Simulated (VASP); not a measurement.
Crystal: Pb.

```
Pb
1.0
     0.00000    2.47502    2.47502
     2.47502    0.00000    2.47502
     2.47502    2.47502    0.00000
Pb
1
Direct
  0.00000 0.00000 0.00000
```

```yaml
Program: VASP 6.6.1
Task: relaxation of cell and atoms
Functional: PBE
Potentials_or_basis: VASP PAW PBE potentials, release 64 (Pb)
Cutoff: 300 eV
k_mesh: 7 × 7 × 7
Occupations: methfessel-paxton, width 0.1 eV
Spin: no spin polarisation
```

At the start: pressure 2.6 GPa; volume 30.32 Å³/atom.

How do energy, volume and symmetry change on relaxing?

Over 3 steps the energy falls by 14.1 meV/atom and the volume is 32.15 Å³/atom (+6.0 %); space group Fm-3m (No. 225, to 0.05 Å).

The path:
```csv
step,energy change (eV),largest force (eV/Å),pressure (GPa),volume (Å³)
1,0.0000,0.0000,2.60,30.32
2,-0.0136,0.0000,-0.46,32.53
3,-0.0141,0.0000,0.01,32.15
```

Final structure:
```
Pb
1.0
     0.00000    2.52368    2.52368
     2.52368    0.00000    2.52368
     2.52368    2.52368    0.00000
Pb
1
Direct
  0.00000 0.00000 0.00000
```
